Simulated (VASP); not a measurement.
```
CELL_PARAMETERS angstrom
      2.13854     1.23468    10.56546
     -2.13854     1.23468    10.56546
      0.00000    -2.46937    10.56546
ATOMIC_POSITIONS crystal
  Bi 0.40062 0.40062 0.40062
  Bi 0.59938 0.59938 0.59938
  Te 0.00000 0.00000 0.00000
  Se 0.78181 0.78181 0.78181
  Se 0.21819 0.21819 0.21819
```

Level of theory: PBEsol GGA, VASP's PBE PAW potentials (set 64) (plane waves; VASP). Settings: 300 eV cut-off, 4×4×4 Γ-centred mesh, Gaussian smearing of 0.010 eV, potentials Bi_d Te Se.

At this cut-off the stress carries a Pulay error, which pulls relaxed volumes low.

Question: Predict the energy per atom (σ→0), pressure, largest force.

Answer: 
```
Quantity                        Value
---------------------  --------------
energy per atom (σ→0)  -4.243 eV/atom
pressure                    -2.60 GPa
largest force              0.199 eV/Å
```

The structure comes from a computed database's Bi2TeSe2 entry (R-3m); how it stands against other phases isn't given here. The cell was not relaxed at this level. The k-mesh is coarse (spacing up to 0.43 per Å, 2π included), so the numbers may not be converged in it.
